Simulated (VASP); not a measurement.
# FeMo with LDA: from relaxation to properties, part 3 of 5

Wanted: the relaxed cell of FeMo and its properties. The cell is invented: it takes the structure of a Materials Project entry for FeRu (space group 187 there), with some of its atoms replaced by other elements, volume scaled by an estimate. It may not be a known or stable phase. Left out of this account: 1 further run (elastic: elastic constants of a metal on too coarse a mesh).

VASP 6.6.1; LDA, spin-polarised from a ferromagnetic start; plane waves and PAW (Mo_sv, Fe); invented cell.

So far. Step 3 (Second relaxation): It ends with forces that vanish by symmetry and a pressure of 0.03 GPa. The volume moved by only 0.11 %, so the volume is settled. Step 4 (Density, ELF and potential (LDA)): In this run the pressure is 0.05 GPa, small enough to go on.

## Step 5: Bands along the symmetry lines (LDA)

Levels along the symmetry lines show where the bands peak and cross; KPOINTS_OPT computes them in the converged potential.

Input file INCAR:

```
SYSTEM = FeMo
PREC = Accurate
ENCUT = 400
EDIFF = 1E-06
NELM = 100
ISMEAR = -1
SIGMA = 0.05
LREAL = .FALSE.
ALGO = Normal
GGA = CA
NBANDS = 24
ISPIN = 2
MAGMOM = 1 3
LMAXMIX = 4
LORBIT = 11
LWAVE = .FALSE.
LCHARG = .FALSE.
```

Input file POSCAR:

```
FeMo
1.0
    2.6422242375     -0.0000000268      0.0000000000
   -1.3211116653      2.2882334342      0.0000000000
    0.0000000000      0.0000000000      4.1237793903
Mo Fe
1 1
Direct
    0.6666666700      0.3333333300      0.0000000000
    0.0000000000      0.0000000000      0.5000000000
```

Input file KPOINTS:

```
Automatic mesh
0
Gamma
10 10 6
0 0 0
```

Input file KPOINTS_OPT:

```
Line mode
16
Line-mode
Reciprocal
  0.00000000   0.00000000   0.00000000 GAMMA
  0.50000000   0.00000000   0.00000000 M

  0.50000000   0.00000000   0.00000000 M
  0.33333333   0.33333333   0.00000000 K

  0.33333333   0.33333333   0.00000000 K
  0.00000000   0.00000000   0.00000000 GAMMA

  0.00000000   0.00000000   0.00000000 GAMMA
  0.00000000   0.00000000   0.50000000 A

  0.00000000   0.00000000   0.50000000 A
  0.50000000   0.00000000   0.50000000 L

  0.50000000   0.00000000   0.50000000 L
  0.33333333   0.33333333   0.50000000 H

  0.33333333   0.33333333   0.50000000 H
  0.00000000   0.00000000   0.50000000 A

  0.50000000   0.00000000   0.50000000 L
  0.50000000   0.00000000   0.00000000 M

  0.33333333   0.33333333   0.00000000 K
  0.33333333   0.33333333   0.50000000 H
```

Potentials, in the order of the species: Mo_sv and Fe (LDA family, release 64).

Launch:

```sh
mpirun -np 1 vasp_std
```

Log:

```text
[... set-up lines as in an earlier step ...]
 entering main loop
       N       E                     dE             d eps       ncg     rms          rms(c)
DAV:   1     0.153883621183E+03    0.15388E+03   -0.10059E+04  5640   0.935E+02
DAV:   2    -0.182946350269E+02   -0.17218E+03   -0.16355E+03  5632   0.281E+02
DAV:   3    -0.229280644847E+02   -0.46334E+01   -0.45831E+01  6536   0.530E+01
DAV:   4    -0.229709303475E+02   -0.42866E-01   -0.42860E-01  5656   0.498E+00
DAV:   5    -0.229716887572E+02   -0.75841E-03   -0.75841E-03  6616   0.700E-01    0.259E+01
DAV:   6    -0.377056438126E+02   -0.14734E+02   -0.10725E+02  6600   0.932E+01    0.409E+01
DAV:   7    -0.210567546559E+02    0.16649E+02   -0.33194E+01  6648   0.603E+01    0.648E+00
DAV:   8    -0.210822397047E+02   -0.25485E-01   -0.15647E+00  7960   0.791E+00    0.436E+00
DAV:   9    -0.209846006328E+02    0.97639E-01   -0.72513E-01  7640   0.631E+00    0.177E+00
DAV:  10    -0.209756911520E+02    0.89095E-02   -0.43453E-02  7264   0.138E+00    0.857E-01
DAV:  11    -0.209763348954E+02   -0.64374E-03   -0.28746E-03  7216   0.395E-01    0.414E-01
DAV:  12    -0.209764107791E+02   -0.75884E-04   -0.10274E-03  7600   0.200E-01    0.146E-01
DAV:  13    -0.209765082536E+02   -0.97474E-04   -0.15196E-04  7576   0.985E-02    0.750E-02
DAV:  14    -0.209765855094E+02   -0.77256E-04   -0.44674E-04  7384   0.151E-01    0.651E-02
DAV:  15    -0.209765883861E+02   -0.28766E-05   -0.58291E-05  6904   0.504E-02    0.441E-02
DAV:  16    -0.209766070398E+02   -0.18654E-04   -0.54096E-05  7088   0.607E-02    0.396E-02
DAV:  17    -0.209766169630E+02   -0.99232E-05   -0.73323E-05  7144   0.703E-02    0.183E-02
DAV:  18    -0.209766204358E+02   -0.34728E-05   -0.32045E-05  7312   0.459E-02    0.827E-03
DAV:  19    -0.209766206155E+02   -0.17969E-06   -0.11406E-06  2920   0.799E-03
   1 F= -.20976621E+02 E0= -.20963930E+02  d E =-.253811E-01  mag=    -0.0001
 Start KPOINTS_OPT (optional k-point list driver)
k-point batch [1-56\144]
       N       E                     dE             ncg
DAV:   1     0.256882460358E+04   -0.28882E+05     5656
DAV:   2    -0.716859681242E+04   -0.97374E+04     5792
DAV:   3    -0.743988599688E+04   -0.27129E+03     6392
DAV:   4    -0.744247451576E+04   -0.25885E+01     5888
DAV:   5    -0.744251824547E+04   -0.43730E-01     6416
DAV:   6    -0.744251946361E+04   -0.12181E-02     5920
DAV:   7    -0.744251950867E+04   -0.45063E-04     6440
DAV:   8    -0.744251951020E+04   -0.15319E-05     4144
DAV:   9    -0.744251951037E+04   -0.16691E-06     3632
[...]
k-point batch [113-144\144]
       N       E                     dE             ncg
DAV:   1     0.192243471959E+05   -0.29452E+05     3280
DAV:   2     0.137490363904E+05   -0.54753E+04     3456
DAV:   3     0.136016245311E+05   -0.14741E+03     3456
DAV:   4     0.136002428047E+05   -0.13817E+01     3568
DAV:   5     0.136002171542E+05   -0.25651E-01     3456
DAV:   6     0.136002164165E+05   -0.73771E-03     3584
DAV:   7     0.136002163899E+05   -0.26562E-04     3552
DAV:   8     0.136002163890E+05   -0.89442E-06     2496
```

Wall time 51 s (1 MPI rank of AMD EPYC 9R45, shared host); peak memory 0.15 GiB.

Parts of OUTCAR (step 5):

```text
   k-points           NKPTS =     56   k-points in BZ     NKDIM =     56   number of bands    NBANDS=     24

   NELECT =      22.0000    total number of electrons

 E-fermi :  10.3735

 spin component 1
 k-point     1 :       0.0000    0.0000    0.0000
  band No.  band energies     occupation
    ...
      9       9.4422      1.00000
     10       9.9226      0.99988
     11       9.9226      0.99988
     12       9.9504      0.99979
     13       9.9504      0.99979
     14      12.2242      0.00000
     15      13.6274      0.00000
     16      13.6274      0.00000
     17      21.7582      0.00000
     18      24.9213      0.00000
    ...

 k-point     2 :       0.1000    0.0000    0.0000
  band No.  band energies     occupation
    ...
      9       9.5539      1.00000
     10       9.6768      1.00000
     11       9.8245      0.99998
     12       9.9565      0.99976
     13      10.2717      0.88464
     14      10.9510      0.00001
     15      13.6355      0.00000
     16      15.2507      0.00000
     17      21.7168      0.00000
     18      25.8454      0.00000
    ...

  Total        0.0159095      0.0159096     -0.0014238      0.0000000      0.0000000      0.0000000
  in kB        1.0223581      1.0223582     -0.0914940      0.0000002      0.0000000      0.0000000
  external PRESSURE =       0.6510741 kB  Pullay stress =       0.0000000 kB

 POSITION                                       TOTAL-FORCE (eV/Angst)
 -----------------------------------------------------------------------------------
      1.32111      0.76274      0.00000         0.000000     -0.000000      0.000000
      0.00000      0.00000      2.06189        -0.000000      0.000000      0.000000
 -----------------------------------------------------------------------------------
    total drift:                               -0.000020      0.000012      0.000000

  FREE ENERGIE OF THE ION-ELECTRON SYSTEM (eV)
  ---------------------------------------------------
  free  energy   TOTEN  =       -20.9766206155 eV

  energy  without entropy=      -20.9512395254  energy(sigma->0) =      -20.96393007

[... 9 parts as in an earlier step ...]

[... 13 further parts left out ...]
```

Spin-orbit coupling is off here; it would split degenerate levels.

This step gave:

* bands: 24
* pressure: 0.06511 GPa

Both spin channels agree. The electronic bands at the labelled points (eV, zero at the Fermi level; # counts the bands kept, so #1 is VASP's band 5):

| point | #4 | #5 | #6 | #7 | #8 | #9 | #10 | #11 |
| --- | --- | --- | --- | --- | --- | --- | --- | --- |
| Γ | -1.22 | -0.93 | -0.45 | -0.45 | -0.42 | -0.42 | 1.85 | 3.25 |
| 0.47 of the way | -2.24 | -1.03 | -0.98 | -0.36 | -0.34 | 0.45 | 1.50 | 3.27 |
| M | -1.57 | -1.20 | -0.81 | -0.36 | 0.76 | 3.26 | 3.79 | 5.40 |
| 0.47 of the way | -1.76 | -1.74 | -0.97 | -0.26 | 1.39 | 2.66 | 2.68 | 5.61 |
| K | -2.62 | -1.94 | -1.24 | 0.19 | 1.48 | 2.16 | 2.23 | 6.32 |
| 0.47 of the way | -2.90 | -1.49 | -0.93 | -0.44 | 0.26 | 0.50 | 2.92 | 3.52 |
| Γ | -1.22 | -0.93 | -0.45 | -0.45 | -0.42 | -0.42 | 1.85 | 3.25 |
| 0.47 of the way | -1.42 | -1.18 | -0.91 | -0.91 | 0.31 | 0.31 | 0.35 | 3.26 |
| A | -1.43 | -1.43 | -1.43 | -1.32 | -1.32 | 0.91 | 0.91 | 3.19 |
| 0.47 of the way | -2.38 | -1.28 | -1.03 | -0.62 | -0.61 | 1.91 | 2.01 | 2.47 |
| L | -2.51 | -0.46 | 0.32 | 0.66 | 1.39 | 2.37 | 2.82 | 4.83 |
| 0.47 of the way | -2.41 | -1.12 | -0.93 | 0.33 | 1.49 | 1.52 | 3.36 | 4.33 |
| H | -2.37 | -1.59 | -1.30 | 0.00 | 0.08 | 1.34 | 3.10 | 6.36 |
| 0.53 of the way | -2.31 | -1.68 | -1.56 | -0.55 | -0.34 | 2.10 | 2.20 | 3.06 |
| A | -1.43 | -1.43 | -1.43 | -1.32 | -1.32 | 0.91 | 0.91 | 3.19 |
| jump to L | -2.51 | -0.46 | 0.32 | 0.66 | 1.39 | 2.37 | 2.82 | 4.83 |
| 0.47 of the way | -2.38 | -1.11 | -0.42 | 0.75 | 1.40 | 2.30 | 3.35 | 5.41 |
| M | -1.57 | -1.20 | -0.81 | -0.36 | 0.76 | 3.26 | 3.79 | 5.40 |
| jump to K | -2.62 | -1.94 | -1.24 | 0.19 | 1.48 | 2.16 | 2.23 | 6.32 |
| 0.53 of the way | -2.49 | -1.53 | -1.42 | 0.03 | 1.02 | 1.42 | 2.60 | 7.21 |
| H | -2.37 | -1.59 | -1.30 | 0.00 | 0.08 | 1.34 | 3.10 | 6.36 |

Of the projections kept (Mo, Fe), the largest for each band there; the rest of the weight can lie on other orbitals:

| point | #4 | #5 | #6 | #7 | #8 | #9 | #10 | #11 |
| --- | --- | --- | --- | --- | --- | --- | --- | --- |
| Γ | Fe 0.76 | Fe 0.71 | Mo 0.75 | Mo 0.75 | Fe 0.89 | Fe 0.89 | Fe 0.59 | Mo 0.88 |
| M | Fe 0.71 | Fe 0.66 | Fe 0.73 | Fe 0.73 | Fe 1.00 | Mo 0.67 | Fe 0.75 | Mo 1.00 |
| K | Fe 0.59 | Mo 0.85 | Fe 0.97 | Mo 0.50 | Fe 0.66 | Fe 0.58 | Fe 0.59 | Fe 0.76 |
| Γ | Fe 0.76 | Fe 0.71 | Mo 0.75 | Mo 0.75 | Fe 0.89 | Fe 0.89 | Fe 0.59 | Mo 0.88 |
| A | Fe 0.94 | Mo 0.62 | Mo 0.62 | Fe 0.92 | Fe 0.92 | Fe 0.63 | Fe 0.63 | Mo 0.90 |
| L | Fe 0.94 | Fe 0.99 | Fe 0.89 | Fe 0.86 | Mo 0.80 | Mo 0.72 | Fe 0.81 | Mo 0.63 |

There is no gap at this level.

## Step 6: Density of states (LDA)

Here the states are counted by energy and projected on the atoms. The mesh is finer than in the run before.

INCAR, as its differences from that of step 5:

```diff
@@ -5,3 +5,3 @@
 NELM = 100
-ISMEAR = -1
+ISMEAR = -5
 SIGMA = 0.05
@@ -17 +17,2 @@
 LCHARG = .FALSE.
+NEDOS = 2001
```

POSCAR is that of step 5.

Input file KPOINTS:

```
Automatic mesh
0
Gamma
14 14 8
0 0 0
```

Launch:

```sh
mpirun -np 1 vasp_std
```

Log:

```text
[... set-up lines as in an earlier step ...]
 entering main loop
       N       E                     dE             d eps       ncg     rms          rms(c)
DAV:   1     0.150780675671E+03    0.15078E+03   -0.10106E+04 12192   0.932E+02
DAV:   2    -0.183202257314E+02   -0.16910E+03   -0.16074E+03 12184   0.279E+02
DAV:   3    -0.229155636676E+02   -0.45953E+01   -0.45517E+01 13672   0.526E+01
DAV:   4    -0.229584872212E+02   -0.42924E-01   -0.42909E-01 12584   0.498E+00
DAV:   5    -0.229592492925E+02   -0.76207E-03   -0.76197E-03 13960   0.704E-01    0.259E+01
DAV:   6    -0.372531950368E+02   -0.14294E+02   -0.10475E+02 14096   0.924E+01    0.404E+01
DAV:   7    -0.210393536014E+02    0.16214E+02   -0.33893E+01 14272   0.604E+01    0.634E+00
DAV:   8    -0.210537457742E+02   -0.14392E-01   -0.11797E+00 16632   0.682E+00    0.409E+00
DAV:   9    -0.209792802127E+02    0.74466E-01   -0.51865E-01 15968   0.551E+00    0.172E+00
DAV:  10    -0.209739559767E+02    0.53242E-02   -0.36858E-02 15224   0.121E+00    0.856E-01
DAV:  11    -0.209750403935E+02   -0.10844E-02   -0.50181E-03 16832   0.494E-01    0.345E-01
DAV:  12    -0.209752767859E+02   -0.23639E-03   -0.91679E-04 16792   0.177E-01    0.129E-01
DAV:  13    -0.209753706879E+02   -0.93902E-04   -0.19888E-04 16128   0.103E-01    0.511E-02
DAV:  14    -0.209753668303E+02    0.38576E-05   -0.12327E-04 15208   0.771E-02    0.234E-02
DAV:  15    -0.209753618269E+02    0.50034E-05   -0.60790E-06 10552   0.178E-02    0.133E-02
DAV:  16    -0.209753625358E+02   -0.70892E-06   -0.32047E-06  6088   0.145E-02
   1 F= -.20975363E+02 E0= -.20975363E+02  d E =0.000000E+00  mag=     0.0010
 -----------------------------------------------------------------------------
|                                                                             |
|           W    W    AA    RRRRR   N    N  II  N    N   GGGG   !!!           |
|           W    W   A  A   R    R  NN   N  II  NN   N  G    G  !!!           |
|           W    W  A    A  R    R  N N  N  II  N N  N  G       !!!           |
|           W WW W  AAAAAA  RRRRR   N  N N  II  N  N N  G  GGG   !            |
|           WW  WW  A    A  R   R   N   NN  II  N   NN  G    G                |
|           W    W  A    A  R    R  N    N  II  N    N   GGGG   !!!           |
|                                                                             |
|     Tetrahedron method does not include variations of the Fermi             |
|     occupations, so forces and stress will be inaccurate. We suggest        |
|     using a different smearing scheme ISMEAR = 1 or 2 for metals in         |
|     relaxations.                                                            |
|                                                                             |
 -----------------------------------------------------------------------------
```

Run time: 48 s. Hardware: 1 MPI rank; peak memory 0.17 GiB.

From OUTCAR (step 6):

```text
   k-points           NKPTS =    120   k-points in BZ     NKDIM =    120   number of bands    NBANDS=     24

   NELECT =      22.0000    total number of electrons

 E-fermi :  10.3440

 spin component 1
 k-point     1 :       0.0000    0.0000    0.0000
  band No.  band energies     occupation
    ...
      9       9.4359      1.00000
     10       9.9223      1.00000
     11       9.9223      1.00000
     12       9.9344      1.00000
     13       9.9344      1.06005
     14      12.2273      0.00000
     15      13.6272      0.00000
     16      13.6272      0.00000
     17      21.7493      0.00000
     18      24.9428      0.00000
    ...

 k-point     2 :       0.0714    0.0000    0.0000
  band No.  band energies     occupation
    ...
      9       9.5329      1.00000
     10       9.8089      1.00000
     11       9.8689      1.00000
     12       9.9101      1.00000
     13      10.1014      1.00500
     14      11.3723      0.00000
     15      13.6313      0.00000
     16      14.6457      0.00000
     17      21.7295      0.00000
     18      25.4341      0.00000
    ...

  Total        0.0002091      0.0002091      0.1300669      0.0000000      0.0000000      0.0000000
  in kB        0.0134396      0.0134396      8.3581872      0.0000000      0.0000000      0.0000000
  external PRESSURE =       2.7950221 kB  Pullay stress =       0.0000000 kB

  FREE ENERGIE OF THE ION-ELECTRON SYSTEM (eV)
  ---------------------------------------------------
  free  energy   TOTEN  =       -20.9753625358 eV

  energy  without entropy=      -20.9753625358  energy(sigma->0) =      -20.97536254

 magnetization (x)
# of ion       s       p       d       tot
------------------------------------------
    1       -0.000   0.000  -0.000  -0.000
    2       -0.000  -0.000   0.002   0.002
--------------------------------------------------
tot         -0.000   0.000   0.002   0.002

[... 7 parts as in an earlier step ...]

[... 15 further parts left out ...]
```

With tetrahedra the forces and stress of a metal are not exact derivatives of the energy.

Numbers from this step:

```yaml
scf_cycles: 16
irreducible_k_points: 120
fermi_energy: 10.34 eV
pressure: 0.2795 GPa
moment_of_the_cell_from_the_last_line_of_the_log: 0 μB
dos_at_the_fermi_level: 2.587 states/eV/cell
```

The density of states has structure finer than the step of the table below, so its rows give means over 1 eV, whole bins alone (the curve runs from -12.0 to 7.98 eV). Peaks (eV: height): total up -2.1: 2.23, -1.6: 2.22, -0.9: 3.23, -0.6: 2.23; total down -2.1: 2.25, -1.6: 2.24, -0.9: 3.19, -0.6: 2.24; Fe d up -2.9: 0.859, -2.1: 1.25, -0.9: 2.19, -0.6: 1.56; Fe d down -2.9: 0.840, -2.1: 1.26, -0.9: 2.16, -0.6: 1.57; Mo d up -4.1: 0.674, -0.9: 0.687, 2.3: 0.805, 3.3: 1.01.

States under -12.0 eV and over 8.0 eV are left out. Table of density of states by energy, zero at the Fermi level; means over each step; 7 of 8 lines; values in states/eV/cell:

| energy (eV) | total up | total down | Fe d up | Fe d down | Mo d up | Mo d down | Fe s up |
| --- | --- | --- | --- | --- | --- | --- | --- |
| -9 | 0 | 0 | 0 | 0 | 0 | 0 | 0 |
| -8 | 7.2e-4 | 7.2e-4 | 0 | 0 | 0 | 0 | 2.8e-4 |
| -7 | 0.0470 | 0.0470 | 1.6e-4 | 1.6e-4 | 5.2e-4 | 5.2e-4 | 0.0177 |
| -6 | 0.109 | 0.109 | 0.00203 | 0.00203 | 0.00531 | 0.00531 | 0.0365 |
| -5 | 0.756 | 0.755 | 0.0993 | 0.0992 | 0.297 | 0.297 | 0.113 |
| -4 | 0.993 | 0.992 | 0.234 | 0.234 | 0.460 | 0.460 | 0.0372 |
| -3 | 1.04 | 1.04 | 0.414 | 0.413 | 0.353 | 0.352 | 0.0168 |
| -2 | 1.40 | 1.40 | 0.754 | 0.754 | 0.360 | 0.361 | 0.0160 |
| -1 | 1.99 | 1.98 | 1.29 | 1.29 | 0.425 | 0.425 | 0.0114 |
| 0 | 1.27 | 1.27 | 0.737 | 0.738 | 0.330 | 0.330 | 0.00469 |
| 1 | 0.981 | 0.981 | 0.511 | 0.511 | 0.336 | 0.336 | 0.00453 |
| 2 | 0.938 | 0.939 | 0.352 | 0.352 | 0.464 | 0.464 | 0.0120 |
| 3 | 0.923 | 0.924 | 0.242 | 0.243 | 0.557 | 0.558 | 0.0123 |
| 4 | 0.322 | 0.322 | 0.0506 | 0.0507 | 0.195 | 0.195 | 0.00827 |
| 5 | 0.385 | 0.385 | 0.0470 | 0.0470 | 0.223 | 0.223 | 0.0107 |
| 6 | 0.312 | 0.312 | 0.0441 | 0.0442 | 0.135 | 0.135 | 0.0128 |
| 7 | 0.179 | 0.180 | 0.0253 | 0.0253 | 0.0640 | 0.0640 | 0.00644 |

The finer mesh and the other smearing move the Fermi level by -0.03 eV from the 10×10×6 run, a small shift, which tests the Fermi level alone. Of the states within 0.3 eV of the Fermi level, the largest shares in the PAW spheres are Fe d 57 % and Mo d 27 %. The rest lies in smaller channels or between the spheres.

(Continued in part 4 of 5.)

[Lines on the potential files, build, host, timing and source positions are cut from VASP's logs without a mark.]

[Logs are printed without paths, hosts, clocks, repeated set-up lines and the standing remarks that a program may print on its own settings, such as how far it seeks lower states.]

[Hosts, paths, dates, database ids (printed as entryN), source tags and the programs' standing remarks are cut or masked in the printed files.]

[A measured line is paired with the nearest computed mode of its activity, which favours agreement.]
